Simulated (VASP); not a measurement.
Here is the system:

```yaml
crystal:
  lattice:
    - [1.80971, -3.13450, 0.00000]
    - [1.80971, 3.13450, 0.00000]
    - [0.00000, 0.00000, 5.85841]
  atoms:
    - { symbol: Hf, position: [0.00000, 0.00000, 0.00000] }
    - { symbol: S, position: [0.33333, 0.66667, 0.24743] }
    - { symbol: S, position: [0.66667, 0.33333, 0.75257] }
```

Level of theory: PBE GGA with D3 dispersion (zero damping), VASP's PBE PAW potentials (set 64) (plane waves; VASP). Settings: 520 eV cut-off, 8×8×4 Γ-centred mesh, tetrahedra with Blöchl corrections, potentials Hf_pv S.

Task: What does the run give for the energy per atom (σ→0)?

Result: 
```json
{
 "energy per atom (σ→0)": "-7.844 eV/atom"
}
```

Total energies compare only between runs with the same potentials, cut-off and functional.

The compound is HfS2 in the 1T layered structure. It was relaxed first.
